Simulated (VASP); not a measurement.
Data:

```
CELL_PARAMETERS angstrom
      3.60057     0.00000     0.00000
      0.00000     3.60057     0.00000
      0.00000     0.00000    25.04380
ATOMIC_POSITIONS crystal
  Li 0.00000 0.50000 0.35107
  Li 0.50000 0.00000 0.44626
  Li 0.00000 0.50000 0.55374
  Li 0.50000 0.00000 0.64893
  Cl 0.00000 0.50000 0.44908
  Cl 0.50000 0.00000 0.34447
  Cl 0.00000 0.50000 0.65553
  Cl 0.50000 0.00000 0.55092
```

The numbers are results of r2SCAN meta-GGA, VASP's PBE PAW potentials (set 64) (plane waves; VASP 6.6.1), not measurements. Numerical set-up: PREC = Normal, 450 eV cut-off, 6×6×1 Γ-centred mesh, Gaussian smearing of 0.050 eV, potentials Li_sv Cl.

### Question
What does the run give for the energy per atom (σ→0)?

### Answer

| Item | Value |
|---|---|
| energy per atom (σ→0) | -6.259 eV/atom |

Total energies compare only between runs with the same potentials, cut-off and functional.

The cell is a thin slab with vacuum, built from LiCl (rock salt): (100) face.
